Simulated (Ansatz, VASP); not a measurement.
# TeW10 (W(100)-(2x1)-Te, hollow site) in two plane-wave programs, part 2 of 3

One calculation is typed for both programs; each brings its own data sets. How far apart do they land? Of the first pair: The structure shown is the start of the Ansatz relaxation below; VASP solves that cell, so the two are compared at the walk's first step.

VASP 6.6.1 and Ansatz 0.2.0.

So far: The starting structure; Ansatz: relaxation, PBE with D3(BJ).

## 3. VASP: single point, PBE with D3(BJ), start cell, pair 1

Level of this step: PBE with D3(BJ), no spin polarisation; plane waves and PAW (W, Te) (VASP).

The same cell, functional, mesh and smearing now go to VASP, with its own data sets.

Lines of VASP's logs that name or quote its potential files are left out, and so is its time.

Input file INCAR:

```
SYSTEM = TeW10
PREC = Accurate
ENCUT = 520
EDIFF = 1E-06
NELM = 120
ISMEAR = -1
SIGMA = 0.1
LREAL = .FALSE.
ALGO = Normal
GGA = PE
IVDW = 12
NBANDS = 44
LASPH = .TRUE.
LORBIT = 11
LWAVE = .FALSE.
LCHARG = .FALSE.
ISIF = 2
LDIPOL = .TRUE.
IDIPOL = 3
DIPOL = 0.5 0.5 0.476
LVHAR = .TRUE.
GGA_COMPAT = .FALSE.
NELMDL = -8
KPAR = 2
```

Input file POSCAR:

```
TeW10
1.0
    6.3200000000      0.0000000000      0.0000000000
    0.0000000000      3.1600000000      0.0000000000
    0.0000000000      0.0000000000     25.4097846779
W Te
10 1
Direct
    0.0000000000      0.0000000000      0.3345168055
    0.5000000000      0.0000000000      0.3345168055
    0.2500000000      0.5000000000      0.3966975765
    0.7500000000      0.5000000000      0.3966975765
    0.0000000000      0.0000000000      0.4588783474
    0.5000000000      0.0000000000      0.4588783474
    0.2500000000      0.5000000000      0.5210591183
    0.7500000000      0.5000000000      0.5210591183
    0.0000000000      0.0000000000      0.5832398892
    0.5000000000      0.0000000000      0.5832398892
    0.2500000000      0.5000000000      0.6654832071
```

Input file KPOINTS:

```
Automatic mesh
0
Gamma
5 9 1
0 0 0
```

The projector-augmented-wave data sets are W and Te (PBE family, release 64).

Run with:

```bash
mpirun -np 2 vasp_std
```

Numbers of over 12 decimals in the logs are rounded to 6 here.

What it wrote:

```text
[banner, memory and clock lines left out]
running    2 mpi-ranks, on    1 nodes
 distrk:  each k-point on    1 cores,    2 groups
 distr:  one band on    1 cores,    1 groups

 POSCAR found type information on POSCAR W Te
 POSCAR found :  2 types and      11 ions
 LDA part: xc-table for (Slater+PW92), standard interpolation
 POSCAR, INCAR and KPOINTS ok, starting setup
 FFT: planning ... GRIDC
 FFT: planning ... GRID_SOFT
 FFT: planning ... GRID
 WAVECAR not read
 entering main loop
       N       E                     dE             d eps       ncg     rms          rms(c)
DAV:   1     0.351175937735E+03    0.35118E+03   -0.23917E+04  1320   0.117E+03
DAV:   2    -0.852617706535E+02   -0.43644E+03   -0.41040E+03  1900   0.248E+02
DAV:   3    -0.131520024889E+03   -0.46258E+02   -0.44473E+02  1572   0.792E+01
DAV:   4    -0.134954163625E+03   -0.34341E+01   -0.33547E+01  2292   0.184E+01
DAV:   5    -0.135050372219E+03   -0.96209E-01   -0.93160E-01  2016   0.309E+00
DAV:   6    -0.135056840345E+03   -0.64681E-02   -0.63718E-02  2328   0.617E-01
DAV:   7    -0.135057229200E+03   -0.38885E-03   -0.38389E-03  2032   0.124E-01
DAV:   8    -0.135057263672E+03   -0.34472E-04   -0.34055E-04  2320   0.260E-02    0.574E+01
DAV:   9    -0.134998720729E+03    0.58543E-01   -0.77889E+01  2112   0.261E+01    0.319E+01
DAV:  10    -0.312357558201E+03   -0.17736E+03   -0.16620E+03  2468   0.134E+02    0.438E+01
DAV:  11    -0.150121954849E+03    0.16224E+03   -0.94168E+02  2300   0.922E+01    0.303E+01
DAV:  12    -0.128380465765E+03    0.21741E+02   -0.28415E+02  2272   0.632E+01    0.150E+01
DAV:  13    -0.125942769901E+03    0.24377E+01   -0.67238E+01  2168   0.256E+01    0.816E+00
DAV:  14    -0.125648792838E+03    0.29398E+00   -0.61584E+00  2128   0.897E+00    0.565E+00
[...]
DAV:  32    -0.125371501193E+03   -0.62144E-05   -0.14662E-06  1232   0.487E-03    0.343E-03
DAV:  33    -0.125371505459E+03   -0.42665E-05   -0.13111E-06  1120   0.359E-03    0.250E-03
DAV:  34    -0.125371508298E+03   -0.28395E-05   -0.73554E-07   976   0.338E-03    0.308E-03
DAV:  35    -0.125371509379E+03   -0.10808E-05   -0.30682E-07   840   0.280E-03    0.171E-03
DAV:  36    -0.125371512015E+03   -0.26356E-05   -0.34991E-07   912   0.204E-03    0.187E-03
DAV:  37    -0.125371513537E+03   -0.15216E-05   -0.13585E-07   840   0.198E-03    0.113E-03
DAV:  38    -0.125371514892E+03   -0.13551E-05   -0.15899E-07   828   0.121E-03    0.137E-03
DAV:  39    -0.125371515530E+03   -0.63821E-06   -0.69717E-08   828   0.120E-03
   1 F= -.13066734E+03 E0= -.13048613E+03  d E =-.362426E+00
```

From OUTCAR (step 3):

```text
ion  position               nearest neighbor table
   1  0.000  0.000  0.335-   3 2.74   4 2.74   3 2.74   4 2.74   2 3.16   2 3.16   5 3.16
   2  0.500  0.000  0.335-   3 2.74   4 2.74   3 2.74   4 2.74   1 3.16   1 3.16   6 3.16
   3  0.250  0.500  0.397-   5 2.74   6 2.74   5 2.74   6 2.74   1 2.74   2 2.74   1 2.74   2 2.74
                             7 3.16   4 3.16   4 3.16
   4  0.750  0.500  0.397-   5 2.74   6 2.74   5 2.74   6 2.74   1 2.74   2 2.74   1 2.74   2 2.74
                             8 3.16   3 3.16   3 3.16
   5  0.000  0.000  0.459-   3 2.74   4 2.74   7 2.74   8 2.74   3 2.74   4 2.74   7 2.74   8 2.74
                             9 3.16   6 3.16   6 3.16   1 3.16
   6  0.500  0.000  0.459-   3 2.74   4 2.74   7 2.74   8 2.74   3 2.74   4 2.74   7 2.74   8 2.74
                            10 3.16   5 3.16   5 3.16   2 3.16
   7  0.250  0.500  0.521-   5 2.74   6 2.74   9 2.74  10 2.74   5 2.74   6 2.74   9 2.74  10 2.74
                             3 3.16   8 3.16   8 3.16
   8  0.750  0.500  0.521-   5 2.74   6 2.74   9 2.74  10 2.74   5 2.74   6 2.74   9 2.74  10 2.74
                             4 3.16   7 3.16   7 3.16
   9  0.000  0.000  0.583-   7 2.74   8 2.74   7 2.74   8 2.74  11 3.06  11 3.06   5 3.16  10 3.16
                            10 3.16
  10  0.500  0.000  0.583-   7 2.74   8 2.74   7 2.74   8 2.74  11 3.06  11 3.06   6 3.16   9 3.16
                             9 3.16
  11  0.250  0.500  0.665-   9 3.06  10 3.06   9 3.06  10 3.06

  LATTYP: Found a simple orthorhombic cell.
 ALAT       =     3.1600000000
 B/A-ratio  =     2.0000000000
 C/A-ratio  =     8.0410711006

 Subroutine GETGRP returns: Found  4 space group operations
 (whereof  2 operations were pure point group operations)

The static configuration has the point symmetry C_1h.
 The point group associated with its full space group is C_2v.

 Found     15 irreducible k-points:

   k-points           NKPTS =     15   k-points in BZ     NKDIM =     15   number of bands    NBANDS=     44

   dimension x,y,z NGX =    48 NGY =   24 NGZ =  192
   dimension x,y,z NGXF=    96 NGYF=   48 NGZF=  384

   ENCUT  =  520.0 eV  38.22 Ry    6.18 a.u.  11.75  5.88 47.25*2*pi/ulx,y,z

   NELECT =      66.0000    total number of electrons

 k-points in reciprocal lattice and weights: Automatic mesh
   0.00000000  0.00000000  0.00000000       0.022
   0.20000000  0.00000000  0.00000000       0.044
   0.40000000  0.00000000  0.00000000       0.044
   0.00000000  0.11111111  0.00000000       0.044
   0.20000000  0.11111111  0.00000000       0.089
   0.40000000  0.11111111  0.00000000       0.089
   0.00000000  0.22222222  0.00000000       0.044
   0.20000000  0.22222222  0.00000000       0.089
   0.40000000  0.22222222  0.00000000       0.089
[...]
0.20000000  0.44444444  0.00000000       0.089
   0.40000000  0.44444444  0.00000000       0.089

 dipolmoment           0.000000      0.000000     -0.003120 electrons x Angstroem

 average (electrostatic) potential at core
       1 -45.4572       2 -45.4572       3 -45.3006       4 -45.3081       5 -45.4927
       6 -45.4927       7 -45.2695       8 -45.2208       9 -45.5140      10 -45.5140
      11 -94.7985

 E-fermi :   0.2354

 k-point     1 :       0.0000    0.0000    0.0000
  band No.  band energies     occupation
    ...
     31      -0.0904      1.92592
     32      -0.0475      1.88845
     33       0.0753      1.66407
     34       0.0895      1.62249
     35       0.3277      0.56858
     36       0.3610      0.44325
     37       0.5983      0.05167
     38       1.0429      0.00062
     39       1.2161      0.00011
     40       1.6271      0.00000
    ...

 k-point     2 :       0.2000    0.0000    0.0000
  band No.  band energies     occupation
    ...
     30      -0.2540      1.98513
     31      -0.2225      1.97966
     32      -0.1439      1.95593
     33       0.1086      1.56076
     34       0.1630      1.34685
     35       0.3513      0.47740
     36       0.7218      0.01531
     37       0.9087      0.00238
     38       0.9537      0.00152
     39       1.0123      0.00084
    ...

 k-point     3 :       0.4000    0.0000    0.0000
  band No.  band energies     occupation
    ...
     29      -0.5869      1.99946
     30      -0.5345      1.99909
     31      -0.4754      1.99836
     32      -0.3887      1.99611
     33       0.1863      1.24031
     34       0.6726      0.02492
     35       0.7291      0.01424
     36       0.8604      0.00385
     37       0.8738      0.00337
     38       1.0258      0.00074
    ...

 Edisp (eV)   -5.29582

  Total     -20.03074   -18.57779   -14.45568     0.00000     0.00000     0.00000
  in kB     -63.24155   -58.65424   -45.63981     0.00000     0.00000     0.00000
  external pressure =      -55.85 kB  Pullay stress =        0.00 kB

  energy-cutoff  :      520.00
  volume of cell :      507.46
      direct lattice vectors                 reciprocal lattice vectors
     6.320000000  0.000000000  0.000000000     0.158227848  0.000000000  0.000000000
     0.000000000  3.160000000  0.000000000     0.000000000  0.316455696  0.000000000
     0.000000000  0.000000000 25.409784678     0.000000000  0.000000000  0.039354918

 POSITION                                       TOTAL-FORCE (eV/Angst)
 -----------------------------------------------------------------------------------
      0.00000      0.00000      8.50000         0.020299      0.000000      1.730730
      3.16000      0.00000      8.50000        -0.020299      0.000000      1.730730
      1.58000      1.58000     10.08000         0.000000      0.000000     -1.412488
      4.74000      1.58000     10.08000         0.000000      0.000000     -1.428414
      0.00000      0.00000     11.66000        -0.053642      0.000000      0.021042
      3.16000      0.00000     11.66000         0.053642      0.000000      0.021042
      1.58000      1.58000     13.24000         0.000000      0.000000      0.712928
      4.74000      1.58000     13.24000         0.000000      0.000000      1.061947
      0.00000      0.00000     14.82000         0.613958      0.000000     -0.504042
      3.16000      0.00000     14.82000        -0.613958      0.000000     -0.504042
      1.58000      1.58000     16.90978         0.000000      0.000000     -1.429433
 -----------------------------------------------------------------------------------
    total drift:                                0.000000      0.000000     -0.000494

  FREE ENERGIE OF THE ION-ELECTRON SYSTEM (eV)
  ---------------------------------------------------
  free  energy   TOTEN  =      -130.6673397550 eV

  energy  without entropy=     -130.3049138643  energy(sigma->0) =     -130.48612681

 vacuum level on the upper side and lower side of the slab         4.479         4.507

 total charge
# of ion       s       p       d       tot
------------------------------------------
    1        0.634   0.392   3.977   5.003
    2        0.634   0.392   3.977   5.003
    3        0.684   0.687   4.167   5.537
    4        0.685   0.687   4.165   5.537
    5        0.680   0.707   4.164   5.550
    6        0.680   0.707   4.164   5.550
    7        0.684   0.697   4.170   5.551
    8        0.683   0.698   4.177   5.558
    9        0.606   0.467   4.014   5.087
   10        0.606   0.467   4.014   5.087
   11        1.395   1.871   0.049   3.314
--------------------------------------------------
tot          7.969   7.770  41.038  56.777

[... 3 further parts left out ...]
```

## 4. Side by side

Known differences besides the potentials themselves: the data sets hold 156 valence electrons in Ansatz (on its default PAW (the set named soft_2) files) and 66 in VASP; the cutoff is 420 eV in Ansatz and 520 eV in VASP. Total energies have different zeros and are not compared.

Forces on 8 of the 11 atoms, those with the largest forces and the largest differences (eV/Å; atoms numbered as in POSCAR):

| atom | Ansatz x, y, z | VASP x, y, z |
| --- | --- | --- |
| W1 | 0.021, 0.000, 1.499 | 0.020, 0.000, 1.731 |
| W2 | -0.021, 0.000, 1.499 | -0.020, 0.000, 1.731 |
| W3 | 0.000, 0.000, -1.392 | 0.000, 0.000, -1.412 |
| W4 | 0.000, 0.000, -1.408 | 0.000, 0.000, -1.428 |
| W8 | 0.000, 0.000, 1.037 | 0.000, 0.000, 1.062 |
| W9 | 0.600, 0.000, -0.293 | 0.614, 0.000, -0.504 |
| W10 | -0.600, 0.000, -0.293 | -0.614, 0.000, -0.504 |
| Te11 | 0.000, 0.000, -1.378 | 0.000, 0.000, -1.429 |

The forces differ by 78 meV/Å r.m.s., which is 11.6 % of the r.m.s. force of 0.674 eV/Å (both taken over all components). With vacuum in the cell, a pressure given here is an average over mostly empty space and none of the material.

## 5. Further runs

Further runs change the set-up of one program: Ansatz's method, potentials or start, or VASP's data sets, cutoff or form of LDA. The table gives that difference for each run.

| run | r.m.s. force difference (meV/Å) |
| --- | --- |
| as above | 78 |
| VASP with the data sets W_sv and Te_sv_GW | 12 |

## 6. Ansatz: relaxation, PBE with D3(BJ)

This run makes the geometry at which the two programs are then compared.

The structure compared here is the end of the Ansatz relaxation.

Input file input.yaml:

```yaml
crystal:
  lattice:
    - [6.32, 0.0, 0.0]
    - [0.0, 3.16, 0.0]
    - [0.0, 0.0, 25.4097846779]
  atoms:
    - { symbol: W, position: [0.0, 0.0, 0.3345168055] }
    - { symbol: W, position: [0.5, 0.0, 0.3345168055] }
    - { symbol: W, position: [0.25, 0.5, 0.3966975765] }
    - { symbol: W, position: [0.75, 0.5, 0.3966975765] }
    - { symbol: W, position: [0.0, 0.0, 0.4588783474] }
    - { symbol: W, position: [0.5, 0.0, 0.4588783474] }
    - { symbol: W, position: [0.25, 0.5, 0.5210591183] }
    - { symbol: W, position: [0.75, 0.5, 0.5210591183] }
    - { symbol: W, position: [0.0, 0.0, 0.5832398892] }
    - { symbol: W, position: [0.5, 0.0, 0.5832398892] }
    - { symbol: Te, position: [0.25, 0.5, 0.6654831945] }
kpoints:
  mp_grid: { grid: [5, 9, 1] }
hamiltonian:
  xc: pbe
  dispersion: d3bj
scf:
  occupations: { method: fermi_dirac, width: 0.1 }
  convergence: { dr2_threshold: 1.0e-08 }
efield:
  axis: 3
  dipole_correction: true
  ramp_position: 0.97
  ramp_width: 0.06
relax:
  f_tol: 0.015
  max_steps: 90
  constraints: [{ sites: [0, 1, 2, 3] }]
output:
  write_potential: true
  write_density: true
  volumetric_format: npy
```

Run with:

```bash
ansatz run input.yaml --threads 4 --pin off --max-ram 6144MiB --backend cpu --events-out ev --progress --plain --runs-dir out
```

What it wrote:

```text
[...]
Crystal: 11 atoms, lattice volume = 507.464 Å³
Basis set: ecut = 420 eV, 9939 PW (Γ), exchange–correlation on 90×48×360 points (8 copies of the dense FFT grid, shifted against one another)
Bands: 94, of which v1, the nominal top of the filled ones, is band 78 counted from 1 (77 counted from 0)
Symmetry: 4 space group operations
[...]
- { symbol: W, position: [-0.00237066, 0.0, 0.458383] }
    - { symbol: W, position: [0.502371, 0.0, 0.458383] }
    - { symbol: W, position: [0.250000, 0.500000, 0.519413] }
    - { symbol: W, position: [0.75, 0.500000, 0.522901] }
    - { symbol: W, position: [0.012765, 0.0, 0.580170] }
    - { symbol: W, position: [0.487235, 0.0, 0.580170] }
    - { symbol: Te, position: [0.250000, 0.500000, 0.654754] }
[key lines of the parts left out:]
SCF converged after 7 iterations
Free energy (F): -110825.920871 eV
Fermi energy:    5.071033 eV
Dipole field:    D = 0.002173 V/Å  (p = 0.006093 e·Å, saw-weighted, corrected)
Work function:   Φ+ = 4.2099 eV   Φ− = 4.2651 eV
```

## 7. VASP: single point, PBE with D3(BJ), relaxed cell, pair 2

The same cell, functional, mesh and smearing now go to VASP, with its own data sets.

INCAR, as its differences from that of step 3:

```diff
@@ -19,3 +19,3 @@
 IDIPOL = 3
-DIPOL = 0.5 0.5 0.476
+DIPOL = 0.5 0.5 0.475
 LVHAR = .TRUE.
```

Input file POSCAR:

```
TeW10
1.0
    6.3200000000      0.0000000000      0.0000000000
    0.0000000000      3.1600000000      0.0000000000
    0.0000000000      0.0000000000     25.4097846779
W Te
10 1
Direct
    0.0000000000      0.0000000000      0.3345168055
    0.5000000000      0.0000000000      0.3345168055
    0.2500000000      0.5000000000      0.3966975765
    0.7500000000      0.5000000000      0.3966975765
    0.9976293351      0.0000000000      0.4583825387
    0.5023706649      0.0000000000      0.4583825387
    0.2500000000      0.5000000000      0.5194127179
    0.7500000000      0.5000000000      0.5229010575
    0.0127647464      0.0000000000      0.5801696308
    0.4872352536      0.0000000000      0.5801696308
    0.2500000000      0.5000000000      0.6547543287
```

KPOINTS is that of step 3.

Run with:

```bash
mpirun -np 2 vasp_std
```

What it wrote:

```text
[... set-up lines as in an earlier step ...]
 entering main loop
       N       E                     dE             d eps       ncg     rms          rms(c)
DAV:   1     0.359023451194E+03    0.35902E+03   -0.23960E+04  1320   0.117E+03
DAV:   2    -0.838066691240E+02   -0.44283E+03   -0.41502E+03  1876   0.250E+02
DAV:   3    -0.131612094928E+03   -0.47805E+02   -0.45905E+02  1620   0.809E+01
DAV:   4    -0.135018563701E+03   -0.34065E+01   -0.33264E+01  2236   0.185E+01
[...]
DAV:  37    -0.125656338404E+03   -0.19015E-04   -0.10506E-05  1556   0.834E-03    0.974E-03
DAV:  38    -0.125656341225E+03   -0.28214E-05   -0.21113E-06  1228   0.470E-03    0.893E-03
DAV:  39    -0.125656342066E+03   -0.84004E-06   -0.12720E-06   868   0.400E-03
   1 F= -.13102406E+03 E0= -.13085129E+03  d E =-.345530E+00
```

OUTCAR, selected parts (step 7):

```text
 Edisp (eV)   -5.36772

  Total     -15.17068   -14.11138    -7.39980     0.00000     0.00000     0.00000
  in kB     -47.89724   -44.55280   -23.36283     0.00000     0.00000     0.00000
  external pressure =      -38.60 kB  Pullay stress =        0.00 kB

 POSITION                                       TOTAL-FORCE (eV/Angst)
 -----------------------------------------------------------------------------------
      0.00000      0.00000      8.50000         0.064311      0.000000      1.612470
      3.16000      0.00000      8.50000        -0.064311      0.000000      1.612470
      1.58000      1.58000     10.08000         0.000000      0.000000     -1.492573
      4.74000      1.58000     10.08000         0.000000      0.000000     -1.288238
      6.30502      0.00000     11.64740         0.004332      0.000000     -0.029068
      3.17498      0.00000     11.64740        -0.004332      0.000000     -0.029068
      1.58000      1.58000     13.19817         0.000000      0.000000      0.092250
      4.74000      1.58000     13.28680         0.000000      0.000000      0.038448
      0.08067      0.00000     14.74199         0.043699      0.000000     -0.231526
      3.07933      0.00000     14.74199        -0.043699      0.000000     -0.231526
      1.58000      1.58000     16.63717         0.000000      0.000000     -0.053640
 -----------------------------------------------------------------------------------
    total drift:                                0.000000      0.000000      0.000614

  FREE ENERGIE OF THE ION-ELECTRON SYSTEM (eV)
  ---------------------------------------------------
  free  energy   TOTEN  =      -131.0240576901 eV

  energy  without entropy=     -130.6785272825  energy(sigma->0) =     -130.85129249

[... 2 parts as in an earlier step ...]

[... 1 further part left out ...]
[key lines of the parts left out:]
E-fermi :   0.2408
```

## 8. Differences

What differs besides the data sets and the points named for the pairs above, as far as they apply: the data sets hold 156 valence electrons in Ansatz (on its default PAW (the set named soft_2) files) and 66 in VASP. Total energies have different zeros and are not compared.

Compared:

| quantity | Ansatz | VASP | difference |
| --- | --- | --- | --- |
| work function, lower of the two faces (eV) | 4.21 | 4.22 | -0.01 |
| work function, higher of the two faces (eV) | 4.27 | 4.28 | -0.02 |

Forces on 7 of the 11 atoms, those with the largest forces and the largest differences (eV/Å; atoms numbered as in POSCAR):

| atom | Ansatz x, y, z | VASP x, y, z |
| --- | --- | --- |
| W1 | 0.064, 0.000, 1.381 | 0.064, 0.000, 1.612 |
| W2 | -0.064, 0.000, 1.381 | -0.064, 0.000, 1.612 |
| W3 | 0.000, 0.000, -1.471 | 0.000, 0.000, -1.493 |
| W4 | 0.000, 0.000, -1.283 | 0.000, 0.000, -1.288 |
| W7 | 0.000, 0.000, 0.004 | 0.000, 0.000, 0.092 |
| W9 | 0.002, 0.000, 0.000 | 0.044, 0.000, -0.232 |
| W10 | -0.002, 0.000, 0.000 | -0.044, 0.000, -0.232 |

The forces differ by 84 meV/Å r.m.s., which is 15.8 % of the r.m.s. force of 0.529 eV/Å (both taken over all components). With vacuum in the cell, a pressure given here is an average over mostly empty space and none of the material.

(Continued in part 3 of 3.)

[Lines on the potential files, build, host, timing and source positions are cut from VASP's logs without a mark.]

[Logs are printed without paths, hosts, clocks, repeated set-up lines and the standing remarks that a program may print on its own settings, such as how far it seeks lower states.]

[Hosts, paths, dates, database ids (printed as entryN), source tags and the programs' standing remarks are cut or masked in the printed files.]
